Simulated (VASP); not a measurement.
An input for Quantum ESPRESSO's pw.x (written as the equivalent of a VASP run, and not itself run):

```
&CONTROL
  calculation = 'scf'
  pseudo_dir = './pseudo'
  outdir = './out'
  tprnfor = .true.
  tstress = .true.
/
&SYSTEM
  ibrav = 0
  nat = 4
  ntyp = 2
  ecutwfc = 84
  occupations = 'tetrahedra'
  input_dft = 'pbesol'
/
&ELECTRONS
  conv_thr = 7.3e-09
  electron_maxstep = 100
/
ATOMIC_SPECIES
  Mg 24.305 Mg.upf
  Zn 65.380 Zn.upf
CELL_PARAMETERS angstrom
     4.6102213    0.0000000    0.0000000
     0.0000000    3.0574313    0.0000000
     0.0000000    0.0000000    4.8497178
ATOMIC_POSITIONS crystal
  Mg   0.7500000  0.5000000  0.1970037
  Mg   0.2500000  0.5000000  0.8029963
  Zn   0.7500000  1.0000000  0.6800709
  Zn   0.2500000  1.0000000  0.3199291
K_POINTS automatic
  8 11 7 0 0 0
```

Question: Write the VASP files for the same calculation (PBEsol).

Answer: Several could match; the one computed here: 
### KPOINTS
```
Automatic mesh
0
Gamma
8 11 7
0 0 0
```

File POSCAR:
```
MgZn
1.0
  4.6102212881   0.0000000000   0.0000000000
  0.0000000000   3.0574313068   0.0000000000
  0.0000000000   0.0000000000   4.8497178458
Mg Zn
2 2
Cartesian
  3.4576659661   1.5287156534   0.9554121942
  1.1525553220   1.5287156534   3.8943056516
  3.4576659661   3.0574313068   3.2981521993
  1.1525553220   3.0574313068   1.5515656465
```

**INCAR**
```
SYSTEM = MgZn
PREC = Accurate
ENCUT = 400
EDIFF = 1E-7
NELM = 100
ALGO = Normal
LREAL = .FALSE.
LASPH = .TRUE.
ISMEAR = -5
GGA = PS
LMAXMIX = 4
LWAVE = .FALSE.
LCHARG = .TRUE.
LORBIT = 11
NEDOS = 601
ISIF = 2
LEFG = .TRUE.
```

POTCAR, in this order: Mg Zn (PBE.64 set). Program: vasp_std.

What does not carry over: the potentials are each code's own (VASP's PAW set, PseudoDojo norm-conserving files in pw.x), so ENCUT and ecutwfc are chosen apart and not converted; conv_thr bounds pw.x's estimated SCF error, while EDIFF bounds the energy change between steps; the field gradients of LEFG aren't asked of the other code.

The structure comes from a computed database's MgZn entry (Pmma); how it stands against other phases isn't given here. It was relaxed first.
